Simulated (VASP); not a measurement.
Set up this calculation in VASP 6.6.1, as the native input.

| Item | Value |
| --- | --- |
| Task | relaxation of cell and atoms |
| Functional | PBE |
| Potentials or basis | VASP PAW PBE potentials, release 64 (Be, Cd, S) |
| Cutoff | 520 eV |
| k mesh | 4 × 4 × 2 |
| Occupations | gaussian, width 0.15 eV |
| Spin | no spin polarisation |
| Further INCAR settings | PREC = Normal; ALGO = Fast; EDIFF = 0.0001; IBRION = 2; EDIFFG = -0.08; NSW = 24; ISIF = 3 |

The structure of Be2CdS3 lies in POSCAR:

```
Be2CdS3
1.0
    4.3967276400      0.0000000000      0.0000000000
   -2.1983638200      3.8076778300      0.0000000000
    0.0000000000      0.0000000000      7.9295641300
Be Cd S
2 1 3
Direct
    0.0000000000      0.0000000000      0.7878623300
    0.0000000000      0.0000000000      0.2121376700
    0.6666666700      0.3333333300      0.0000000000
    0.1939719200      0.8060280800      0.0000000000
    0.1939719200      0.3879438300      0.0000000000
    0.6120561700      0.8060280800      0.0000000000
```

The cell was built by a generator and needn't be a form met in nature.

The input as run:

INCAR

```
  PREC = Normal
  ENCUT = 520
  EDIFF = 1E-4
  ISMEAR = 0
  SIGMA = 0.15
  LREAL = False
  LASPH = True
  NELM = 60
  ALGO = Fast
  ISIF = 3
  LWAVE = False
  LCHARG = False
  GGA = PE
  IBRION = 2
  NSW = 24
  EDIFFG = -0.08
  KPAR = 2
```

KPOINTS

```
regular mesh
0
Gamma
  4 4 2
```

Potentials or basis: VASP PAW PBE potentials, release 64 (Be, Cd, S).

Command:

```sh
$ cat potpaw_PBE.64/Be/POTCAR potpaw_PBE.64/Cd/POTCAR potpaw_PBE.64/S/POTCAR > POTCAR
$ mpirun -np 2 vasp_std > vasp.out
```

Results of the run:

```json
{"Relaxed volume": "34.42 Å³/atom", "Relaxed cell": "a = 6.260 Å, b = 6.260 Å, c = 6.085 Å, α = 90.00°, β = 90.00°, γ = 120.00°", "Space group after relaxing (to 0.05 Å)": "P-6m2 (No. 187)", "Energy gained by relaxing": "3216.1 meV/atom", "Ionic steps": "17", "Pressure after relaxing": "-0.1 GPa", "Largest force after relaxing": "0.051 eV/Å", "Band gap on the k mesh": "none (metal or under the smearing width)"}
```

Caveat: the k mesh is coarse (spacing up to 0.41 Å⁻¹), so the values aren't converged; the volume moved by over 15 % at a fixed basis, so the end points are rough; the relaxation stopped at a loose force limit of 0.08 eV/Å, so its end isn't a converged minimum.

It took 110 s on 2 MPI ranks on Intel(R) Xeon(R) 6975P-C (Granite Rapids) (shared host), peak memory 0.19 GiB a rank.
